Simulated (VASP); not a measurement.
Input:

```
Te
1.0
    2.19976    -3.81009     0.00000
    2.19976     3.81009     0.00000
    0.00000     0.00000     6.10350
Te
3
Direct
  0.00000   0.28208   0.66667
  0.71792   0.71792   0.00000
  0.28208   0.00000   0.33333
```

All values below come from PBE GGA with D4 dispersion, VASP's PBE PAW potentials (set 64) (plane waves; VASP). Run with 520 eV cut-off, 6×6×4 Γ-centred mesh, Gaussian smearing of 0.050 eV, potentials Te.

**Question.** The ions and cell shape at fixed volume are relaxed. What does this cell relax into?

**Answer.** 
```
Te
1.0
    2.22685    -3.85701     0.00000
    2.22685     3.85701     0.00000
    0.00000     0.00000     5.95591
Te
3
Direct
  0.00000   0.27409   0.66667
  0.72591   0.72591   0.00000
  0.27409   0.00000   0.33333
```
Space group P3_121 (152), at a tolerance of 0.03 Å.

**Question.** How much energy does the relaxation gain?

**Answer.** The energy (σ→0) changes by -6.7 meV/atom, in 7 ionic steps.

The compound is Te in the trig structure. This cell is one point of a volume scan, at 1.06 of the reference volume. Symmetry was kept, so distortions that lower it aren't found.
